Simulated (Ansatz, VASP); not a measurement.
**Two plane-wave programs on RbTaAs2**

```
Rb Ta As
1.0
     3.27146    0.00000    0.00000
     0.00000    3.27146    0.00000
     0.00000    0.00000    8.49602
Rb Ta As
1 1 2
Direct
  0.00000 0.00000 0.00000
  0.00000 0.00000 0.50000
  0.50000 0.50000 0.31535
  0.50000 0.50000 0.68465
```

Alike in both runs: functional PBE; k mesh 6 × 6 × 2; occupations gaussian, width 0.1 eV; no spin polarisation.

Ansatz relaxed the structure, and its values are those at the end. VASP's run is a single point on that final structure, the one shown.

|  | VASP | Ansatz |
| --- | --- | --- |
| version | VASP 6.6.1 | Ansatz 0.2.0 |
| potentials or method | VASP PAW PBE potentials, release 64 (Rb_sv, Ta_pv, As) | scalar-relativistic, plane waves, PAW |
| plane-wave cutoff (eV) | 520 | 420 |
| valence electrons in the cell | 30 | 52 |

Ansatz gave:

| Item | Value |
| --- | --- |
| gap on the k mesh at the Fermi level (eV) | none |
| pressure (GPa) | 0.0 |
| rms of the force components (eV/Å) | 0.008 |

Task: Estimate VASP's values.

Result: gap on the k mesh at the Fermi level (eV): none; pressure (GPa): 0.2; rms of the force components (eV/Å): 0.003.

A gap of «none» marks a metal or a gap that the smearing closes. The two sets of potentials don't hold the same shells in valence.

Caveats: the k mesh is coarse (spacing up to 0.37 Å⁻¹), so the values aren't converged. Spin-orbit coupling is left out, which matters for the levels of Ta.
